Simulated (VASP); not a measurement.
OSZICAR of a VASP run on BaZrO3 (cubic perovskite):

**OSZICAR**
```
       N       E                     dE             d eps       ncg     rms          rms(c)
DAV:   1     0.329278819822E+03    0.32928E+03   -0.21916E+04   480   0.161E+03
DAV:   2    -0.275675406498E+02   -0.35685E+03   -0.35035E+03   624   0.387E+02
DAV:   3    -0.488894365653E+02   -0.21322E+02   -0.21301E+02   752   0.945E+01
DAV:   4    -0.494640206377E+02   -0.57458E+00   -0.57438E+00   672   0.126E+01
DAV:   5    -0.494810241717E+02   -0.17004E-01   -0.17003E-01   656   0.141E+00    0.261E+01
DAV:   6    -0.417460666656E+02    0.77350E+01   -0.51009E+01   608   0.435E+01    0.116E+01
DAV:   7    -0.416836715176E+02    0.62395E-01   -0.41318E+00   720   0.111E+01    0.670E+00
DAV:   8    -0.416537952454E+02    0.29876E-01   -0.40822E-01   648   0.518E+00    0.681E-01
DAV:   9    -0.416532708367E+02    0.52441E-03   -0.62527E-02   736   0.147E+00    0.517E-01
DAV:  10    -0.416556566720E+02   -0.23858E-02   -0.20804E-02   672   0.124E+00    0.318E-01
DAV:  11    -0.416549792595E+02    0.67741E-03   -0.36405E-03   656   0.508E-01    0.419E-02
DAV:  12    -0.416550483053E+02   -0.69046E-04   -0.21876E-04   608   0.113E-01    0.336E-02
DAV:  13    -0.416550462995E+02    0.20058E-05   -0.44037E-05   768   0.451E-02    0.553E-03
DAV:  14    -0.416550473335E+02   -0.10340E-05   -0.42484E-06   624   0.163E-02    0.231E-03
DAV:  15    -0.416550471853E+02    0.14824E-06   -0.47001E-07   664   0.477E-03    0.800E-04
DAV:  16    -0.416550471837E+02    0.15393E-08   -0.49027E-08   424   0.170E-03
   1 F= -.42411168E+02 E0= -.42411168E+02  d E =-.145489E-11
```

Problem. Which electronic solver shows in the log?

Solution. It is blocked Davidson (ALGO = Normal, or the opening steps of other solvers). The INCAR had ALGO = Normal.

Problem. Can the final energy be trusted as converged?

Solution. The run converged. It stopped with EDIFF = 1E-7, NELM = 100 (PBE GGA with D3 dispersion (zero damping), plane waves, VASP's PBE PAW potentials (set 64)).

The compound is BaZrO3 in the cubic perovskite structure. This cell is one point of a volume scan, at 1.06 of the reference volume.
